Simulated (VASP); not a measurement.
# What spin-orbit coupling changes in Pb2Au

Aim: run bands, DOS and a relaxation of Pb2Au twice, without and with spin-orbit coupling. All runs use PBEsol. Left out of this account: 1 further run (fields: a reference on another mesh). The start is a computed cell from the Materials Project.

Calculated with VASP 6.6.1; PBEsol; plane waves and PAW (Pb_d, Au), in the first sound run; inputs show where later runs differ.

### 1. The starting structure

Symmetry: Ibam, No. 72, orthorhombic system. Conventional cell: a = 7.421 Å, b = 7.432 Å, c = 5.715 Å, α = 90.00°, β = 90.00°, γ = 90.00°. Pb has 4 Au at 3.14 Å and 3 Pb at 3.35 to 3.43 Å nearest. Nearest to Au lie 2 Au at 2.86 Å and 8 Pb at 3.14 Å. Farther neighbours are not listed.

As a file:

```
Pb Au
1.0
    -3.71066    3.71587    2.85763
     3.71066   -3.71587    2.85763
     3.71066    3.71587   -2.85763
Pb Au
4 2
Direct
  0.15966 0.15956 0.31921
  0.65966 0.34044 0.00010
  0.34034 0.65956 0.99990
  0.84034 0.84044 0.68079
  0.75000 0.25000 0.50000
  0.25000 0.75000 0.50000
```

### 2. Bands along the symmetry lines (PBEsol)

Levels along the symmetry lines show where the bands peak and cross; KPOINTS_OPT computes them in the converged potential. PBEsol restores the gradient expansion of exchange and is tuned for the cells of solids.

Contents of INCAR:

```
SYSTEM = Pb2Au
PREC = Accurate
ENCUT = 400
EDIFF = 1E-06
NELM = 100
ISMEAR = -1
SIGMA = 0.05
LREAL = .FALSE.
ALGO = Normal
GGA = PS
NBANDS = 58
LASPH = .TRUE.
LORBIT = 11
LWAVE = .FALSE.
LCHARG = .FALSE.
KPAR = 4
```

Contents of POSCAR:

```
Pb2Au
1.0
   -3.7106617028      3.7158680482      2.8576328593
    3.7106617028     -3.7158680482      2.8576328593
    3.7106617028      3.7158680482     -2.8576328593
Pb Au
4 2
Direct
    0.1596572200      0.1595574500      0.3192146700
    0.6596572200      0.3404425500      0.0000997700
    0.3403427800      0.6595574500      0.9999002300
    0.8403427800      0.8404425500      0.6807853300
    0.7500000000      0.2500000000      0.5000000000
    0.2500000000      0.7500000000      0.5000000000
```

Contents of KPOINTS:

```
Automatic mesh
0
Gamma
6 6 6
0 0 0
```

Contents of KPOINTS_OPT:

```
Line mode
16
Line-mode
Reciprocal
  0.00000000   0.00000000   0.00000000 GAMMA
  0.39785374   0.39785374  -0.39785374 X

  0.39785374   0.39785374  -0.39785374 X
  0.39715367   0.39855380  -0.39715367 L

  0.39715367   0.39855380  -0.39715367 L
  0.00000000   0.50000000   0.00000000 T

  0.00000000   0.50000000   0.00000000 T
  0.25000000   0.25000000   0.25000000 W

  0.25000000   0.25000000   0.25000000 W
  0.50000000   0.00000000   0.00000000 R

  0.50000000   0.00000000   0.00000000 R
  0.60214626  -0.39785374   0.39785374 X1

  0.60214626  -0.39785374   0.39785374 X1
  0.50000000  -0.50000000   0.50000000 Z

  0.50000000  -0.50000000   0.50000000 Z
  0.00000000   0.00000000   0.00000000 GAMMA

  0.00000000   0.00000000   0.00000000 GAMMA
 -0.49929994   0.49929994   0.49929994 Y

 -0.49929994   0.49929994   0.49929994 Y
  0.00000000   0.00000000   0.50000000 S

  0.00000000   0.00000000   0.50000000 S
  0.25000000   0.25000000   0.25000000 W

 -0.39715367   0.60144620   0.39715367 L1
 -0.49929994   0.49929994   0.49929994 Y

  0.49929994  -0.49929994   0.50070006 Y1
  0.50000000  -0.50000000   0.50000000 Z
```

Potentials, in the order of the species: Pb_d and Au (PBE family, release 64).

The run is started by

```
> mpirun -np 4 vasp_std
```

What it wrote:

```text
[banner, memory and clock lines left out]
running    4 mpi-ranks, on    1 nodes
 distrk:  each k-point on    1 cores,    4 groups
 distr:  one band on    1 cores,    1 groups

 POSCAR found type information on POSCAR PbAu
 POSCAR found :  2 types and       6 ions
|                                                                             |
|               ----> ADVICE to this user running VASP <----                  |
|                                                                             |
|     You enforced a specific xc type in the INCAR file but a different       |
|     [... a line on the potential file left out ...]
|     I HOPE YOU KNOW WHAT YOU ARE DOING!                                     |
|                                                                             |

 LDA part: xc-table for (Slater+PW92), standard interpolation
 POSCAR, INCAR and KPOINTS ok, starting setup
 FFT: planning ... GRIDC
 FFT: planning ... GRID_SOFT
 FFT: planning ... GRID
 WAVECAR not read
 entering main loop
       N       E                     dE             d eps       ncg     rms          rms(c)
DAV:   1     0.866970212522E+03    0.86697E+03   -0.30462E+04  5352   0.135E+03
DAV:   2     0.756673936012E+02   -0.79130E+03   -0.74848E+03  5376   0.404E+02
DAV:   3    -0.208887547932E+02   -0.96556E+02   -0.92159E+02  5974   0.173E+02
DAV:   4    -0.251524827071E+02   -0.42637E+01   -0.42393E+01  6462   0.384E+01
DAV:   5    -0.253197548287E+02   -0.16727E+00   -0.16724E+00  7008   0.686E+00    0.790E+00
DAV:   6    -0.244301223108E+02    0.88963E+00   -0.34896E+00  6614   0.917E+00    0.624E+00
DAV:   7    -0.243498559206E+02    0.80266E-01   -0.24595E-01  6240   0.293E+00    0.337E+00
DAV:   8    -0.243258273627E+02    0.24029E-01   -0.66975E-02  7004   0.167E+00    0.349E-01
DAV:   9    -0.243232335173E+02    0.25938E-02   -0.15041E-02  6790   0.936E-01    0.213E-01
DAV:  10    -0.243230802787E+02    0.15324E-03   -0.15483E-03  6620   0.276E-01    0.330E-02
DAV:  11    -0.243230746217E+02    0.56571E-05   -0.70646E-05  6848   0.450E-02    0.857E-03
DAV:  12    -0.243230743048E+02    0.31681E-06   -0.54655E-06  5804   0.139E-02
   1 F= -.24323074E+02 E0= -.24319315E+02  d E =-.751845E-02
 Start KPOINTS_OPT (optional k-point list driver)
k-point batch [1-46\208]
       N       E                     dE             ncg
DAV:   1     0.287193286303E+05   -0.38575E+05     5362
DAV:   2    -0.784817446086E+04   -0.36568E+05     5400
DAV:   3    -0.123891061255E+05   -0.45409E+04     5934
DAV:   4    -0.125982587944E+05   -0.20915E+03     6462
DAV:   5    -0.126067894874E+05   -0.85307E+01     7094
DAV:   6    -0.126071181442E+05   -0.32866E+00     7600
DAV:   7    -0.126071221717E+05   -0.40275E-02     7694
DAV:   8    -0.126071222309E+05   -0.59258E-04     7024
DAV:   9    -0.126071222320E+05   -0.10392E-05     4010
DAV:  10    -0.126071222322E+05   -0.28723E-06     3944
[...]
k-point batch [185-208\208]
       N       E                     dE             ncg
DAV:   1     0.500622794852E+05   -0.26393E+05     2792
DAV:   2     0.309241492232E+05   -0.19138E+05     2816
DAV:   3     0.285603459020E+05   -0.23638E+04     3130
DAV:   4     0.284483783396E+05   -0.11197E+03     3382
DAV:   5     0.284438402773E+05   -0.45381E+01     3616
DAV:   6     0.284436497304E+05   -0.19055E+00     3872
DAV:   7     0.284436453257E+05   -0.44047E-02     4112
DAV:   8     0.284436452835E+05   -0.42160E-04     3710
DAV:   9     0.284436452827E+05   -0.77900E-06     2200
```

The job ended after 6.6 min (4 MPI ranks of AMD EPYC 7R43, shared host; peak memory 1.9 GiB; 25 min of CPU time).

Lines that name or quote the potential files are left out of all logs, and their timing lines are given in words.

From OUTCAR (step 2):

```text
ion  position               nearest neighbor table
   1  0.160  0.160  0.319-   6 3.14   5 3.14   6 3.14   5 3.14   4 3.35   4 3.43   4 3.43   2 3.71
                             2 3.71   3 3.71   3 3.71   3 3.95   3 3.95   2 3.95   2 3.95
   2  0.660  0.340  0.000-   6 3.14   5 3.14   6 3.14   5 3.14   3 3.35   3 3.43   3 3.43   1 3.71
                             1 3.71   4 3.71   4 3.71   4 3.95   4 3.95   1 3.95   1 3.95
   3  0.340  0.660  1.000-   5 3.14   6 3.14   6 3.14   5 3.14   2 3.35   2 3.43   2 3.43   4 3.71
                             4 3.71   1 3.71   1 3.71   1 3.95   1 3.95   4 3.95   4 3.95
   4  0.840  0.840  0.681-   6 3.14   5 3.14   5 3.14   6 3.14   1 3.35   1 3.43   1 3.43   3 3.71
                             3 3.71   2 3.71   2 3.71   2 3.95   2 3.95   3 3.95   3 3.95
   5  0.750  0.250  0.500-   6 2.86   6 2.86   3 3.14   2 3.14   1 3.14   4 3.14   3 3.14   2 3.14
                             4 3.14   1 3.14
   6  0.250  0.750  0.500-   5 2.86   5 2.86   2 3.14   3 3.14   1 3.14   4 3.14   3 3.14   2 3.14
                             1 3.14   4 3.14

  LATTYP: Found a body centered orthorhombic cell.
 ALAT       =     5.7152657186
 B/A-ratio  =     1.2985089007
 C/A-ratio  =     1.3003308092

 Subroutine GETGRP returns: Found  8 space group operations
 (whereof  4 operations were pure point group operations)

The static configuration has the point symmetry C_2h.
 The point group associated with its full space group is D_2h.

 Found     46 irreducible k-points:

   k-points           NKPTS =     46   k-points in BZ     NKDIM =     46   number of bands    NBANDS=     58

   dimension x,y,z NGX =    40 NGY =   40 NGZ =   40
   dimension x,y,z NGXF=    80 NGYF=   80 NGZF=   80

   ENCUT  =  400.0 eV  29.40 Ry    5.42 a.u.   9.75  9.75  9.75*2*pi/ulx,y,z

   NELECT =      78.0000    total number of electrons

 k-points in reciprocal lattice and weights: Automatic mesh
   0.00000000  0.00000000  0.00000000       0.005
   0.16666667 -0.00000000  0.00000000       0.019
   0.33333333  0.00000000  0.00000000       0.019
   0.50000000  0.00000000  0.00000000       0.009
  -0.00000000  0.16666667  0.00000000       0.019
   0.16666667  0.16666667  0.00000000       0.037
   0.33333333  0.16666667  0.00000000       0.037
   0.50000000  0.16666667  0.00000000       0.037
  -0.33333333  0.16666667  0.00000000       0.037
[...]
-0.33333333 -0.33333333  0.33333333       0.009
   0.50000000  0.50000000  0.50000000       0.005

 average (electrostatic) potential at core
       1 -89.7453       2 -89.7453       3 -89.7453       4 -89.7453       5 -66.1436
       6 -66.1436

 E-fermi :   7.3817

 k-point     1 :       0.0000    0.0000    0.0000
  band No.  band energies     occupation
    ...
     37       5.8637      2.00000
     38       5.9136      2.00000
     39       5.9144      2.00000
     40       6.0765      2.00000
     41       6.3751      2.00000
     42       7.4862      0.22014
     43       8.6806      0.00000
     44       9.0671      0.00000
     45      10.7736      0.00000
     46      10.8965      0.00000
    ...

 k-point     2 :       0.1667   -0.0000    0.0000
  band No.  band energies     occupation
    ...
     37       5.6114      2.00000
     38       5.6940      2.00000
     39       5.9774      2.00000
     40       7.0317      1.99818
     41       7.2595      1.84018
     42       8.6499      0.00000
     43       8.7910      0.00000
     44       9.8679      0.00000
     45      10.4090      0.00000
     46      11.1922      0.00000
    ...

 k-point     3 :       0.3333    0.0000    0.0000
  band No.  band energies     occupation
    ...
     36       4.2049      2.00000
     37       5.7745      2.00000
     38       6.3220      2.00000
     39       6.6541      2.00000
     40       7.1190      1.98959
     41       8.5759      0.00000
     42       9.4801      0.00000
     43      10.5614      0.00000
     44      10.5643      0.00000
     45      10.9955      0.00000
    ...

  Total       -2.3077938     -2.3446296     -2.4441847     -0.0000000      0.0000000      0.0000000
  in kB      -23.4600819    -23.8345391    -24.8465756     -0.0000000      0.0000000      0.0000000
  external PRESSURE =     -24.0470655 kB  Pullay stress =       0.0000000 kB

  energy-cutoff  :      400.00
  volume of cell :      157.61
      direct lattice vectors                 reciprocal lattice vectors
    -3.710661703  3.715868048  2.857632859     0.000000000  0.134558061  0.174969993
     3.710661703 -3.715868048  2.857632859     0.134746857  0.000000000  0.174969993
     3.710661703  3.715868048 -2.857632859     0.134746857  0.134558061  0.000000000

 POSITION                                       TOTAL-FORCE (eV/Angst)
 -----------------------------------------------------------------------------------
      1.18413      1.18653      0.00000         0.030695      0.029700     -0.000000
     -1.18413      1.18653      2.85763        -0.030695      0.029700     -0.000000
      4.89479      2.52934      0.00000         0.030695     -0.029700      0.000000
      2.52653      2.52934      2.85763        -0.030695     -0.029700     -0.000000
     -0.00000      3.71587      1.42882        -0.000000     -0.000000     -0.000000
      3.71066      0.00000      1.42882        -0.000000     -0.000000     -0.000000
 -----------------------------------------------------------------------------------
    total drift:                               -0.000000      0.000000      0.000000

  FREE ENERGIE OF THE ION-ELECTRON SYSTEM (eV)
  ---------------------------------------------------
  free  energy   TOTEN  =       -24.3230743048 eV

  energy  without entropy=      -24.3155558507  energy(sigma->0) =      -24.31931508

 total charge
# of ion       s       p       d       tot
------------------------------------------
    1        1.388   0.715   9.815  11.918
    2        1.388   0.715   9.815  11.918
    3        1.388   0.715   9.815  11.918
    4        1.388   0.715   9.815  11.918
    5        0.627   0.292   8.711   9.629
    6        0.627   0.292   8.711   9.629
--------------------------------------------------
tot          6.807   3.442  56.683  66.931

[... 3 further parts left out ...]
```

The k-mesh is coarse for a metal. Within 0.02 Å the cell has space group I4/mcm; at a tight tolerance a small distortion makes it Ibam. Spin-orbit coupling is off here; with elements this heavy it splits and shifts levels by tenths of an eV or more. The PAW data sets were made with PBE, which is usual practice but a small mismatch for other functionals. At this level the cell is under a tension of 2.4 GPa, so at these settings it is away from equilibrium.

This step gave:

```
SCF cycles              : 12
electrons               : 78
bands                   : 58
irreducible k-points    : 46
symmetry operations     : 8
free energy (TOTEN)     : -24.32 eV
energy at zero smearing : -24.32 eV
Fermi energy            : 7.382 eV
pressure                : -2.405 GPa
metallic                : yes
```

The electronic bands at the labelled points (eV, zero at the Fermi level; # counts the bands kept, so #1 is VASP's band 21):

```
          point    #15    #16    #17    #18    #19    #20    #21   #22
              Γ  -2.97  -1.53  -1.52  -1.47  -1.47  -1.31  -1.01  0.10
0.47 of the way  -3.69  -2.59  -2.19  -2.19  -1.77   1.78   1.79  1.81
              X  -3.41  -1.56  -1.29   0.01   0.02   0.06   2.81  3.53
0.47 of the way  -3.41  -1.56  -1.29   0.01   0.02   0.06   2.81  3.53
              L  -3.41  -1.56  -1.29   0.01   0.02   0.06   2.81  3.53
0.53 of the way  -3.50  -2.61  -2.00  -0.90  -0.07   0.97   1.53  2.65
              T  -3.33  -3.33  -1.29  -1.29   0.31   0.31   1.68  1.68
0.53 of the way  -2.88  -2.88  -1.36  -1.36   0.07   0.07   1.96  1.96
              W  -2.42  -2.42  -1.63  -1.63   0.34   0.34   1.12  1.12
0.47 of the way  -2.88  -2.88  -1.36  -1.36   0.06   0.06   1.96  1.96
              R  -3.33  -3.33  -1.30  -1.30   0.31   0.31   1.68  1.68
0.47 of the way  -3.50  -2.60  -2.00  -0.90  -0.07   0.96   1.52  2.65
             X1  -3.41  -1.56  -1.29   0.01   0.02   0.06   2.81  3.53
0.47 of the way  -3.31  -1.51  -1.04   0.64   0.74   0.75   2.19  2.97
              Z  -3.27  -1.49  -0.90   1.09   1.34   1.35   1.89  2.29
0.47 of the way  -3.25  -1.74  -1.40  -1.13  -0.27   0.78   1.23  1.43
              Γ  -2.97  -1.53  -1.52  -1.47  -1.47  -1.31  -1.01  0.10
0.53 of the way  -3.25  -1.74  -1.40  -1.13  -0.28   0.77   1.23  1.44
              Y  -3.27  -1.49  -0.90   1.09   1.34   1.35   1.89  2.29
0.47 of the way  -3.25  -1.75  -1.40   0.14   0.17   0.60   1.56  2.69
              S  -2.69  -2.36  -1.89  -1.80  -0.87  -0.50   1.38  2.78
0.47 of the way  -2.64  -2.37  -1.94  -1.20  -0.55   0.32   1.00  1.75
              W  -2.42  -2.42  -1.63  -1.63   0.34   0.34   1.12  1.12
     jump to L1  -3.41  -1.56  -1.29   0.01   0.02   0.06   2.81  3.53
0.47 of the way  -3.31  -1.51  -1.04   0.64   0.74   0.75   2.19  2.97
              Y  -3.27  -1.49  -0.90   1.09   1.34   1.35   1.89  2.29
```

Of the projections kept (Pb, Au), the largest for each band there; the rest of the weight can lie on other orbitals:

```csv
point,#15,#16,#17,#18,#19,#20,#21,#22
Γ,Au 0.61,Pb 0.85,Pb 0.85,Pb 0.58,Pb 0.58,Pb 0.52,Pb 0.58,Pb 0.74
X,Au 0.99,Au 0.75,Pb 0.73,Pb 0.73,Pb 0.73,Pb 0.53,Pb 0.88,Pb 0.94
L,Au 0.99,Au 0.75,Pb 0.73,Pb 0.73,Pb 0.72,Pb 0.54,Pb 0.88,Pb 0.94
T,Au 0.83,Au 0.83,Pb 0.53,Pb 0.53,Pb 0.81,Pb 0.81,Pb 0.69,Pb 0.69
W,Au 0.64,Au 0.64,Pb 0.87,Pb 0.87,Pb 0.51,Pb 0.51,Pb 0.54,Pb 0.54
R,Au 0.83,Au 0.83,Pb 0.53,Pb 0.53,Pb 0.81,Pb 0.81,Pb 0.69,Pb 0.69
```

There is no gap at this level.

[end of part 1 of 4]

[Lines on the potential files, build, host, timing and source positions are cut from VASP's logs without a mark.]

[Logs are printed without paths, hosts, clocks, repeated set-up lines and the standing remarks that a program may print on its own settings, such as how far it seeks lower states.]

[Hosts, paths, dates, database ids (printed as entryN), source tags and the programs' standing remarks are cut or masked in the printed files.]

[A measured line is paired with the nearest computed mode of its activity, which favours agreement.]
